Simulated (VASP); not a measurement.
# HfBBr2 (P-3m1) in VASP: equation of state, part 2 of 2

VASP 6.6.1. The steps go on from the part before.

## Step 4: Equation of state, PBE, 23.03 Å³/atom (volume scaled by 0.98)

INCAR

```
SYSTEM = HfBBr2
  ALGO = Normal
  EDIFF = 1E-7
  ENCUT = 520
  GGA = PE
  ISIF = 2
  ISMEAR = -1
  LASPH = .True.
  LCHARG = .False.
  LREAL = .False.
  LWAVE = .False.
  NBANDS = 22
  NELM = 60
  PREC = Accurate
  SIGMA = 0.05
```

KPOINTS

```
k-points
0
Gamma
  6 6 6
  0 0 0
```

POSCAR

```
HfBBr2
1.0
    4.8105254636      0.0000000000      0.0000000000
   -2.4052676982      4.1660402257      0.0000000000
    0.0000000000      0.0000000000      4.5960745005
Hf B Br
1 1 2
Direct
    0.0000000000      0.0000000000      0.5000000000
    0.0000000000      0.0000000000      0.0000000000
    0.3333300000      0.6666700000      0.6794100000
    0.6666700000      0.3333300000      0.3205900000
```

Potentials or basis: VASP PAW PBE potentials, release 64 (Hf_pv, B, Br).

Command:

```
> cat potpaw_PBE.64/Hf_pv/POTCAR potpaw_PBE.64/B/POTCAR potpaw_PBE.64/Br/POTCAR > POTCAR
> mpirun -np 1 vasp_std > vasp.out
```

OUTCAR:

```text
SYSTEM = HfBBr2
   EDIFF = 1E-7
   ENCUT = 520
   GGA = PE
   ISIF = 2
   ISMEAR = -1
   LASPH = .True.
   LREAL = .False.
   NELM = 60
   PREC = Accurate

 Found     68 irreducible k-points:

 Following reciprocal coordinates:
            Coordinates               Weight
  0.000000  0.000000  0.000000      1.000000
  0.166667 -0.000000  0.000000      4.000000
 -0.166667  0.166667  0.000000      2.000000
  0.333333  0.000000  0.000000      4.000000
 -0.333333  0.333333  0.000000      2.000000
  0.500000 -0.000000  0.000000      2.000000
   k-points           NKPTS =     68   k-points in BZ     NKDIM =     68   number of bands    NBANDS=     22
   number of dos      NEDOS =    301   number of ions     NIONS =      4
   total plane-waves  NPLWV =  46656
   dimension x,y,z NGX =    36 NGY =   36 NGZ =   36
   dimension x,y,z NGXF=    72 NGYF=   72 NGZF=   72
   ions per type =               1   1   2
   NGX,Y,Z   is equivalent  to a cutoff of  12.44, 12.44, 13.02 a.u.
   NGXF,Y,Z  is equivalent  to a cutoff of  24.88, 24.88, 26.04 a.u.
 SYSTEM =  HfBBr2
   PREC   = accura    normal or accurate (medium, high low for compatibility)
   ISTART =      0    job   : 0-new  1-cont  2-samecut
   ICHARG =      2    charge: 1-file 2-atom 10-const
   ISPIN  =      1    spin polarized calculation?
   LNONCOLLINEAR =      F non collinear calculations
   LSORBIT =      F    spin-orbit coupling
   LASPH  =      T    aspherical Exc in radial PAW
   ENCUT  =  520.0 eV  38.22 Ry    6.18 a.u.   8.94  8.94  8.55*2*pi/ulx,y,z
   NELM   =     60;   NELMIN=  2; NELMDL= -5     # of ELM steps
   EDIFF  = 0.1E-06   stopping-criterion for ELM
   LREAL  =      F    real-space projection
   EDIFFG = 0.1E-05   stopping-criterion for IOM
   NSW    =      0    number of steps for IOM
   IBRION =     -1    ionic relax: 0-MD 1-quasi-New 2-CG
   NFREE  =      0    steps in history (QN), initial steepest desc. (CG)
   ISIF   =      2    stress and relaxation
   ISYM   =      2    0-nonsym 1-usesym 2-fastsym
   POTIM  = 0.5000    time-step for ionic-motion
   TEBEG  =    0.0;   TEEND  =   0.0 temperature during run
   PSTRESS=    0.0 pullay stress
   NELECT =      27.0000    total number of electrons
   NUPDOWN=      -1.0000    fix difference up-down
   EMIN   =  10.00;   EMAX   =-10.00  energy-range for DOS
   EFERMI =   0.00;   METHOD = LEGACY
   ISMEAR =    -1;   SIGMA  =   0.05  broadening in eV -4-tet -1-fermi 0-gaus
   EFERMI_NEDOS =   21; number of points for ismear=-14 and -15
   IALGO  =     38    algorithm
   IMIX   =      4    mixing-type and parameters
     AMIX     =   0.40;   BMIX     =  1.00
     AMIX_MAG =   1.60;   BMIX_MAG =  1.00
  volume/ion in A,a.u.               =      23.03       155.40
  Fermi-wavevector in a.u.,A,eV,Ry     =   1.087498  2.055073 16.090952  1.182652
  Thomas-Fermi vector in A             =   2.223659
   LORBIT       =      0    0 simple, 1 ext, 2 COOP (PROOUT), +10 PAW based schemes
   GGA     = PE    functional components
   LHFCALC =     F    Hartree Fock is set to
   AEXX    =    0.0000 exact exchange contribution
   IVDW    =     0    specifies the selected vdW correction
   LEPSILON=     F    determine dielectric tensor
   LRPA    =     F    only Hartree local field effects (RPA)
 non-spin polarized calculation
  energy-cutoff  :      520.00
  volume of cell :       92.11
 maximum number of plane-waves:      2505
   NGX = 17   NGY = 17   NGZ = 17

 number of electron      27.0000007 magnetization

 Free energy of the ion-electron system (eV)
  ---------------------------------------------------
  ext. energy  EPLUGINS =         0.00000000
  ---------------------------------------------------
  free energy    TOTEN  =       -18.89502791 eV

  energy without entropy =      -18.85653882  energy(sigma->0) =      -18.87578337

 E-fermi :   3.6786     XC(G=0):  -9.4112

 val. band max:        3.6656550326   @ k =   0.5000   0.3333   0.5000
 cond. band min:       3.6966490317   @ k =  -0.3333   0.3333   0.1667
 fundamental gap:      0.0309939992
 Fermi energy:         3.6786190961

 k-point     1 :       0.0000    0.0000    0.0000
  band No.  band energies     occupation
      1     -28.0179      2.00000
      2     -28.0179      2.00000
      3     -27.6053      2.00000
      4     -13.3048      2.00000
      5     -11.9247      2.00000
      6      -3.0828      2.00000
[... 14 lines left out ...]
     21       9.3110      0.00000
     22      10.3825      0.00000

 k-point     2 :       0.1667   -0.0000    0.0000
  band No.  band energies     occupation
      1     -28.0210      2.00000
      2     -28.0185      2.00000
      3     -27.6050      2.00000
      4     -13.1982      2.00000
      5     -12.0184      2.00000
      6      -3.1577      2.00000
[... 14 lines left out ...]
     21       9.1763      0.00000
     22       9.7158      0.00000

 k-point     3 :      -0.1667    0.1667    0.0000
  band No.  band energies     occupation
      1     -28.0210      2.00000
      2     -28.0185      2.00000
      3     -27.6050      2.00000
      4     -13.1982      2.00000
      5     -12.0184      2.00000
      6      -3.1577      2.00000
[... 14 lines left out ...]
     21       9.1763      0.00000
     22       9.7158      0.00000

 k-point     4 :       0.3333    0.0000    0.0000
  band No.  band energies     occupation
      1     -28.0273      2.00000
      2     -28.0197      2.00000
      3     -27.6043      2.00000
      4     -12.9349      2.00000
      5     -12.2434      2.00000
      6      -3.5877      2.00000
[... 14 lines left out ...]
     21       9.4089      0.00000
     22      10.0593      0.00000

 k-point     5 :      -0.3333    0.3333    0.0000
  band No.  band energies     occupation
      1     -28.0273      2.00000
      2     -28.0197      2.00000
      3     -27.6043      2.00000
      4     -12.9349      2.00000
      5     -12.2433      2.00000
      6      -3.5878      2.00000
[... 14 lines left out ...]
     21       9.4090      0.00000
     22      10.0592      0.00000

 k-point     6 :       0.5000   -0.0000    0.0000
  band No.  band energies     occupation
      1     -28.0304      2.00000
      2     -28.0203      2.00000
      3     -27.6039      2.00000
      4     -12.7149      2.00000
      5     -12.4377      2.00000
      6      -3.8674      2.00000
[... 14 lines left out ...]
     21       9.9327      0.00000
     22      10.2161      0.00000

 [... further k-points ...]

------------------------ aborting loop because EDIFF is reached ----------------------------------------

  FORCE on cell =-STRESS in cart. coord.  units (eV):
  Direction    XX          YY          ZZ          XY          YZ          ZX
  --------------------------------------------------------------------------------------
  -------------------------------------------------------------------------------------
  Total        0.3283806      0.3285496      0.3261201      0.0001456     -0.0001730      0.0002996
  in kB        5.7119577      5.7148982      5.6726390      0.0025327     -0.0030096      0.0052113
  external PRESSURE =       5.6998316 kB  Pullay stress =       0.0000000 kB

 VOLUME and BASIS-vectors are now :
 -----------------------------------------------------------------------------
  energy-cutoff  :      520.00
  volume of cell :       92.11
      direct lattice vectors                 reciprocal lattice vectors
     4.810525464  0.000000000  0.000000000     0.207877499  0.120018292  0.000000000
    -2.405267698  4.166040226  0.000000000     0.000000000  0.240036088  0.000000000
     0.000000000  0.000000000  4.596074501     0.000000000  0.000000000  0.217576978

 POSITION                                       TOTAL-FORCE (eV/Angst)
 -----------------------------------------------------------------------------------
      0.00000      0.00000      2.29804         0.000000      0.000000      0.000000
      0.00000      0.00000      0.00000         0.000000      0.000000      0.000000
     -0.00003      2.77737      3.12262         0.000143     -0.000083      0.025871
      2.40529      1.38867      1.47346        -0.000143      0.000083     -0.025871
 -----------------------------------------------------------------------------------
    total drift:                                0.000000      0.000000      0.000000

  FREE ENERGIE OF THE ION-ELECTRON SYSTEM (eV)
  ---------------------------------------------------
  free  energy   TOTEN  =       -18.8950279145 eV

  energy  without entropy=      -18.8565388158  energy(sigma->0) =      -18.87578337
```

OSZICAR:

```text
N       E                     dE             d eps       ncg     rms          rms(c)
DAV:   1     0.125557634326E+03    0.12556E+03   -0.12820E+04  2992   0.107E+03
DAV:   2    -0.115713593409E+02   -0.13713E+03   -0.13158E+03  3866   0.229E+02
DAV:   3    -0.206677196776E+02   -0.90964E+01   -0.89816E+01  3810   0.489E+01
DAV:   4    -0.207827488209E+02   -0.11503E+00   -0.11488E+00  3556   0.654E+00
DAV:   5    -0.207841961003E+02   -0.14473E-02   -0.14471E-02  3916   0.700E-01    0.449E+01
DAV:   6    -0.189290151294E+02    0.18552E+01   -0.51350E+00  3130   0.939E+00    0.253E+01
DAV:   7    -0.188951234665E+02    0.33892E-01   -0.40138E-01  3592   0.318E+00    0.676E+00
DAV:   8    -0.188950645854E+02    0.58881E-04   -0.31719E-02  3476   0.852E-01    0.143E+00
DAV:   9    -0.188953611448E+02   -0.29656E-03   -0.80527E-03  3566   0.393E-01    0.948E-01
DAV:  10    -0.188949892857E+02    0.37186E-03   -0.15027E-03  3568   0.170E-01    0.165E-01
DAV:  11    -0.188950242416E+02   -0.34956E-04   -0.15890E-04  3688   0.653E-02    0.816E-02
DAV:  12    -0.188950222687E+02    0.19729E-05   -0.54034E-05  3646   0.327E-02    0.216E-02
DAV:  13    -0.188950279750E+02   -0.57063E-05   -0.94906E-06  3352   0.159E-02    0.206E-02
DAV:  14    -0.188950279145E+02    0.60491E-07   -0.95434E-07  3800   0.435E-03
   1 F= -.18895028E+02 E0= -.18875783E+02  d E =-.384891E-01
```

stdout:

```text
POSCAR found type information on POSCAR HfB Br
 POSCAR found :  3 types and       4 ions
 scaLAPACK will be used
 LDA part: xc-table for (Slater+PW92), standard interpolation
 POSCAR, INCAR and KPOINTS ok, starting setup
 FFT: planning ... GRIDC
 FFT: planning ... GRID_SOFT
 FFT: planning ... GRID
 WAVECAR not read
 entering main loop
```

Wall time 1.8 min (1 thread of Intel Xeon Platinum 8488C (Sapphire Rapids), shared host); peak memory 0.29 GiB.

What came out:

```
Free energy            : -18.8950 eV
Pressure               : 0.6 GPa
Largest force          : 0.026 eV/Å
Band gap on the k mesh : none (metal or under the smearing width)
```

Caveat: an odd number of electrons without spin polarisation forces a metal; a magnetic or distorted state may lie lower.

## Step 5: Equation of state, PBE, 23.97 Å³/atom (volume scaled by 1.02)

INCAR

```
SYSTEM = HfBBr2
PREC = Accurate
ENCUT = 520
EDIFF = 1E-7
ISMEAR = -1
SIGMA = 0.05
LREAL = .FALSE.
LASPH = .TRUE.
NELM = 100
ALGO = Normal
ISIF = 2
LWAVE = .FALSE.
LCHARG = .FALSE.
GGA = PE
NBANDS = 22
```

KPOINTS

```
regular mesh
0
G
  6 6 6
  0 0 0
```

POSCAR

```
HfBBr2
1.0
    4.8751039811      0.0000000000      0.0000000000
   -2.4375570237      4.2219669022      0.0000000000
    0.0000000000      0.0000000000      4.6577741381
Hf B Br
1 1 2
Direct
    0.0000000000      0.0000000000      0.5000000000
    0.0000000000      0.0000000000      0.0000000000
    0.3333300000      0.6666700000      0.6794100000
    0.6666700000      0.3333300000      0.3205900000
```

Command:

```
> cat potpaw_PBE.64/Hf_pv/POTCAR potpaw_PBE.64/B/POTCAR potpaw_PBE.64/Br/POTCAR > POTCAR
> mpirun -np 1 vasp_std > vasp.out
```

Run time: 99 s. Hardware: 1 thread of Intel Xeon Platinum 8488C (Sapphire Rapids), shared host; peak memory 0.3 GiB.

The run converged. Its results:

* Free energy: -18.8840 eV
* Pressure: -1.5 GPa
* Largest force: 0.065 eV/Å
* Band gap on the k mesh: none (metal or under the smearing width)

Caveat: an odd number of electrons without spin polarisation forces a metal; a magnetic or distorted state may lie lower.

## Step 6: Equation of state, PBE, 24.44 Å³/atom (volume scaled by 1.04)

INCAR

```
PREC     = Accurate       # precision mode
ENCUT    = 520            # plane-wave cutoff, eV
EDIFF    = 1E-7           # SCF threshold, eV
ISMEAR   = -1             # smearing method
SIGMA    = 0.05           # smearing width, eV
LREAL    = False          # projectors in reciprocal space
LASPH    = True           # aspherical terms in the spheres
NELM     = 100            # most SCF steps
ALGO     = Normal         # electronic algorithm
ISIF     = 2              # what is computed and relaxed
LWAVE    = False          # write WAVECAR
LCHARG   = False          # write CHGCAR
GGA      = PE             # functional
NBANDS   = 22             # bands
```

KPOINTS

```
Automatic mesh
0
Gamma
  6 6 6
```

POSCAR

```
HfBBr2
1.0
    4.9067613875      0.0000000000      0.0000000000
   -2.4533857595      4.2493830399      0.0000000000
    0.0000000000      0.0000000000      4.6880202722
Hf B Br
1 1 2
Direct
    0.0000000000      0.0000000000      0.5000000000
    0.0000000000      0.0000000000      0.0000000000
    0.3333300000      0.6666700000      0.6794100000
    0.6666700000      0.3333300000      0.3205900000
```

Potentials or basis: VASP PAW PBE potentials, release 64 (Hf_pv, B, Br).

Command:

```
> cat potpaw_PBE.64/Hf_pv/POTCAR potpaw_PBE.64/B/POTCAR potpaw_PBE.64/Br/POTCAR > POTCAR
> mpirun -np 1 vasp_std > vasp.out
```

Run time: 2.5 min. Hardware: 1 thread of Intel Xeon Platinum 8488C (Sapphire Rapids), shared host; peak memory 0.3 GiB.

Results (log left out):

```
Free energy            : -18.8617 eV
Pressure               : -2.3 GPa
Largest force          : 0.105 eV/Å
Band gap on the k mesh : none (metal or under the smearing width)
```

Caveat: an odd number of electrons without spin polarisation forces a metal; a magnetic or distorted state may lie lower.

## Step 7: Equation of state, PBE, 24.91 Å³/atom (volume scaled by 1.06)

INCAR

```
SYSTEM = HfBBr2
PREC     = Accurate       ! precision mode
ENCUT    = 520            ! plane-wave cutoff, eV
EDIFF    = 1E-7           ! SCF threshold, eV
ISMEAR   = -1             ! smearing method
SIGMA    = 0.05           ! smearing width, eV
LREAL    = .FALSE.        ! projectors in reciprocal space
LASPH    = .TRUE.         ! aspherical terms in the spheres
NELM     = 60             ! most SCF steps
ALGO     = Normal         ! electronic algorithm
ISIF     = 2              ! what is computed and relaxed
LWAVE    = .FALSE.        ! write WAVECAR
LCHARG   = .FALSE.        ! write CHGCAR
GGA      = PE             ! functional
NBANDS   = 22             ! bands
```

KPOINTS

```
Automatic mesh
0
G
  6 6 6
  0 0 0
```

POSCAR

```
HfBBr2
1.0
    4.9380154874      0.0000000000      0.0000000000
   -2.4690128418      4.2764499037      0.0000000000
    0.0000000000      0.0000000000      4.7178810790
Hf B Br
1 1 2
Direct
    0.0000000000      0.0000000000      0.5000000000
    0.0000000000      0.0000000000      0.0000000000
    0.3333300000      0.6666700000      0.6794100000
    0.6666700000      0.3333300000      0.3205900000
```

Command:

```
> cat potpaw_PBE.64/Hf_pv/POTCAR potpaw_PBE.64/B/POTCAR potpaw_PBE.64/Br/POTCAR > POTCAR
> mpirun -np 1 vasp_std > vasp.out
```

It took 2.7 min on 1 thread of Intel Xeon Platinum 8488C (Sapphire Rapids), shared host; peak memory 0.33 GiB.

It converged, with:

- Free energy: -18.8299 eV
- Pressure: -3.1 GPa
- Largest force: 0.142 eV/Å
- Band gap on the k mesh: none (metal or under the smearing width)

Caveat: an odd number of electrons without spin polarisation forces a metal; a magnetic or distorted state may lie lower.

## Step 8: Equation of state, PBE

Potentials or basis: VASP PAW PBE potentials, release 64 (Hf_pv, B, Br).

This step only gathers the single runs of the series.

What came out:

| Item | Value |
| --- | --- |
| Equilibrium volume | 23.28 Å³/atom |
| Bulk modulus at fixed shape and positions | 53 GPa |
| Pressure derivative of the bulk modulus | 4.5 |

Energy against volume, from the lowest point:
```
volume (Å³/atom)  energy (meV/atom)
          22.087              10.75
          22.557               3.55
          23.027               0.11
          23.497               0.00
          23.967               2.88
          24.437               8.43
          24.907              16.40
```

Caveat: the cell was scaled at fixed shape and fractional positions, which overstates the stiffness of a crystal with free parameters, most of all of layers and chains. Spin-orbit coupling is left out, which matters for the levels of Hf.
